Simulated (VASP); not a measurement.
```xyz
5
Lattice="3.8354 0.0000 0.0000 0.0000 3.8354 0.0000 0.0000 0.0000 3.8354" Properties=species:S:1:pos:R:3 pbc="T T T"
Sr     0.0000     0.0000     0.0000
V      1.9177     1.9177     1.9177
O      1.9177     0.0000     1.9177
O      0.0000     1.9177     1.9177
O      1.9177     1.9177     0.0000
```

The numbers are results of optB86b-vdW, VASP's PBE PAW potentials (set 64) (plane waves; VASP), not measurements. Run with 520 eV cut-off, Gaussian smearing of 0.050 eV, potentials Sr_sv V_sv O.

### Question
Give the energies of bands 12 to 23 at the high-symmetry points, in eV from the Fermi level.

### Answer

```csv
band,Γ,X,M,R
12,-5.23,-6.75,-7.03,-7.23
13,-5.23,-5.27,-6.97,-6.55
14,-5.23,-5.27,-6.56,-6.55
15,-3.31,-4.63,-5.17,-5.96
16,-3.31,-4.62,-5.17,-5.96
17,-3.31,-4.62,-4.15,-5.96
18,-2.46,-4.18,-3.67,-2.08
19,-2.46,-2.91,-3.67,-2.08
20,-2.46,-2.91,-2.17,-2.08
21,-1.00,-0.87,0.91,1.50
22,-1.00,0.94,0.91,1.50
23,-1.00,0.94,1.27,1.50
```

It has no gap at this level: it comes out as a metal or semimetal.

The compound is SrVO3 in the cubic perovskite structure. It was relaxed first. The run is not spin-polarised, so no magnetic state was tried. The electron count is odd and the run is not spin-polarised, which forces a metal.
